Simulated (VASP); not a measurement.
Computed with RPBE GGA, VASP's PBE PAW potentials (set 64) (plane waves; VASP).

VASP input:

**KPOINTS**
```
Automatic mesh
0
Gamma
15 15 9
0 0 0
```

INCAR:
```
ALGO=Normal
EDIFF=1E-7
EDIFFG=-0.01
ENCUT=520
GGA=RP
IBRION=2
ISIF=4
ISMEAR=1
LASPH=.TRUE.
LCHARG=.FALSE.
LMAXMIX=6
LREAL=.FALSE.
LWAVE=.FALSE.
NELM=100
NSW=30
PREC=Accurate
SIGMA=0.1
SYSTEM=Os
```

### POSCAR
```
Os
1
    1.3681092747    -2.3696344122     0.0000000000
    1.3681092747     2.3696344122     0.0000000000
    0.0000000000     0.0000000000     4.3105992302
Os
2
Direct
  0.3333330000   0.6666670000   0.2500000000
  0.6666670000   0.3333330000   0.7500000000
```

POTCAR, in this order: Os (PBE.64 set). Program: vasp_std.

**Question.** What will the output report for the number of irreducible k-points (NKPTS), largest plane-wave count, number of space-group operations, FFT grid (NGX, NGY, NGZ)?

**Answer.** 
```json
{
  "number of irreducible k-points (NKPTS)": "135",
  "largest_plane_wave_count": "768",
  "number_of_space_group_operations": "24",
  "FFT grid (NGX, NGY, NGZ)": "20 × 20 × 32"
}
```

The compound is Os in the hcp structure. This cell is one point of a volume scan, at 0.97 of the reference volume. Symmetry was kept, so distortions that lower it aren't found.
